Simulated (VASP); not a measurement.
Input of a VASP 6.6.1 run:

The input INCAR:

```
PREC     = Normal         # precision mode
ENCUT    = 520            # plane-wave cutoff, eV
EDIFF    = 1E-4           # SCF threshold, eV
ISMEAR   = 0              # smearing method
SIGMA    = 0.15           # smearing width, eV
LREAL    = F              # projectors in reciprocal space
LASPH    = T              # aspherical terms in the spheres
NELM     = 60             # most SCF steps
ALGO     = Fast           # electronic algorithm
ISIF     = 3              # what is computed and relaxed
LWAVE    = F              # write WAVECAR
LCHARG   = F              # write CHGCAR
GGA      = PE             # functional
IBRION   = 2              # ionic algorithm
NSW      = 24             # ionic steps
EDIFFG   = -0.08          # ionic threshold
```

KPOINTS

```
regular mesh
0
Gamma
  4 4 2
```

The input POSCAR:

```
Al2GaP3
1.0
    3.8600000000      0.0000000000      0.0000000000
   -1.9300000000      3.3428580600      0.0000000000
    0.0000000000      0.0000000000      9.4600000000
Al Ga P
2 1 3
Direct
    0.3333333300      0.6666666700      0.3333000000
    0.6666666700      0.3333333300      0.6667000000
    0.0000000000      0.0000000000      0.0000000000
    0.0000000000      0.0000000000      0.2500000000
    0.6666666700      0.3333333300      0.9167000000
    0.3333333300      0.6666666700      0.5833000000
```

Potentials or basis: VASP PAW PBE potentials, release 64 (Al, Ga_d, P).

Launch:

```bash
$ cat potpaw_PBE.64/Al/POTCAR potpaw_PBE.64/Ga_d/POTCAR potpaw_PBE.64/P/POTCAR > POTCAR
$ mpirun -np 1 vasp_std > vasp.out
```

Problem. Predict the space group after relaxing (to 0.05 Å).

Solution. P3m1 (No. 156).

Problem. Predict the relaxed cell.

Solution. a = 3.906 Å, b = 3.906 Å, c = 9.528 Å, α = 90.00°, β = 90.00°, γ = 120.00°.

Problem. Predict the relaxed volume.

Solution. 20.99 Å³/atom.

Stress tensor (GPa, compression positive):
```
-0.12  0.00  0.00
 0.00 -0.12  0.00
 0.00  0.00 -0.27
```

Caveat: the k mesh is coarse (spacing up to 0.47 Å⁻¹), so the values aren't converged.
